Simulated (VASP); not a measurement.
Here is the system:

```yaml
crystal:
  lattice:
    - [1.58326, 0.91410, 6.68377]
    - [-1.58326, 0.91410, 6.68377]
    - [0.00000, -1.82820, 6.68377]
  atoms:
    - { symbol: Re, position: [0.00007, 0.00007, 0.00007] }
    - { symbol: Se, position: [0.75359, 0.75359, 0.75359] }
    - { symbol: Se, position: [0.57964, 0.57964, 0.57964] }
```

All values below come from PBEsol GGA, VASP's PBE PAW potentials (set 64) (plane waves; VASP). Run with 400 eV cut-off, Gaussian smearing of 0.050 eV, potentials Re Se.

Without a dispersion term in the relaxation, distances and binding between the weakly bound layers, chains or molecules are unreliable, and so is what depends on them. Unless said otherwise, spin-orbit coupling is left out, though it shifts the bands of the heavy elements here.

**Question.** What does the run give for the band gap (along the path) with the smallest direct gap where there is one?

**Answer.** 
- band gap (along the path): none (metal, semimetal or under 0.01 eV)

The absolute energy has meaning only against runs of the same code, potentials and settings.

The structure was generated: ReSe2 was put into the 3R-MoS2 type (R3m), which need not be its known phase. It was relaxed first, which changed the volume by -9 %. The electron count is odd and the run is not spin-polarised, which forces a metal.
